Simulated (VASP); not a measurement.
**MgS: relaxation of cell and atoms with LDA**

The system is MgS.

```xyz
2
Lattice="0.0000 2.8300 2.8300 2.8300 0.0000 2.8300 2.8300 2.8300 0.0000" Properties=species:S:1:pos:R:3 pbc="T T T"
Mg    0.0000    0.0000    0.0000
S     1.4150    1.4150    1.4150
```

The cell was built by a generator and needn't be a form met in nature.

```
Program                : VASP 6.6.1
Task                   : relaxation of cell and atoms
Functional             : LDA
Potentials or basis    : VASP PAW LDA potentials, release 64 (Mg, S)
Cutoff                 : 600 eV
k mesh                 : 8 × 8 × 8
Occupations            : gaussian, width 0.02 eV
Spin                   : no spin polarisation
Dipole correction      : no
Further INCAR settings : ALGO = Normal; EDIFF = 1e-07; IBRION = 2; EDIFFG = -0.002; NSW = 100; ISIF = 3
```

```yaml
Relaxed_volume: 21.77 Å³/atom
Relaxed_cell: a = 3.949 Å, b = 3.949 Å, c = 3.949 Å, α = 60.00°, β = 60.00°, γ = 60.00°
Space_group_after_relaxing_to_0.05_Å: F-43m (No. 216)
Energy_gained_by_relaxing: 6.7 meV/atom
Ionic_steps: 3
Pressure_after_relaxing: 0.0 GPa
Band_gap_on_the_k_mesh: 3.40 eV, direct
```

The path:
```tsv
step	energy change (eV)	largest force (eV/Å)	pressure (GPa)	volume (Å³)
1	0.0000	0.0000	-2.33	45.33
2	-0.0129	0.0000	0.50	43.20
3	-0.0135	0.0000	0.00	43.54
```

Final structure:
```cif
data_structure
_symmetry_space_group_name_H-M 'P 1'
_symmetry_Int_Tables_number 1
_cell_length_a 3.9488
_cell_length_b 3.9488
_cell_length_c 3.9488
_cell_angle_alpha 60.000
_cell_angle_beta 60.000
_cell_angle_gamma 60.000
_cell_volume 43.54
loop_
_atom_site_label
_atom_site_type_symbol
_atom_site_fract_x
_atom_site_fract_y
_atom_site_fract_z
_atom_site_occupancy
Mg1 Mg 0.00000 0.00000 0.00000 1
S1 S 0.25000 0.25000 0.25000 1
```

Levels at points of the mesh, in eV from the valence-band top:
```tsv
k point	band 2	band 3	band 4	band 5	band 6	band 7
(0.00, 0.00, 0.00)	0.00	0.00	0.00	3.40	7.87	7.87
(0.50, 0.00, 0.00)	-3.36	-0.35	-0.35	5.02	7.52	7.52
(0.50, 0.50, 0.00)	-3.00	-1.11	-1.11	3.62	5.48	11.29
```

It took 14 s on 1 thread of Intel(R) Xeon(R) Platinum 8488C (Sapphire Rapids), with other jobs on the host, peak memory 0.16 GiB.

A k mesh can miss the band edges.
